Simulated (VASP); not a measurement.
Consider the following.

```
CELL_PARAMETERS angstrom
      0.00000     2.14717     2.14717
      2.14717     0.00000     2.14717
      2.14717     2.14717     0.00000
ATOMIC_POSITIONS crystal
  B  0.00000 0.00000 0.00000
  P  0.50000 0.50000 0.50000
```

Calculation: PBEsol GGA, VASP's PBE PAW potentials (set 64) (plane waves; VASP 6.6.1). Settings: 520 eV cut-off, Gaussian smearing of 0.050 eV, potentials B P.

Task: Predict the band gap (along the path) with the smallest direct gap where there is one.

Result: 
```
Quantity                                                      Value
-------------------------  ----------------------------------------
band gap (along the path)  none (metal, semimetal or under 0.01 eV)
```

Only differences to runs with the same potentials and settings are physical.

The structure was generated: BP was put into the rock salt type (Fm-3m), which need not be its known phase. It was relaxed first, which changed the volume by +13 %.
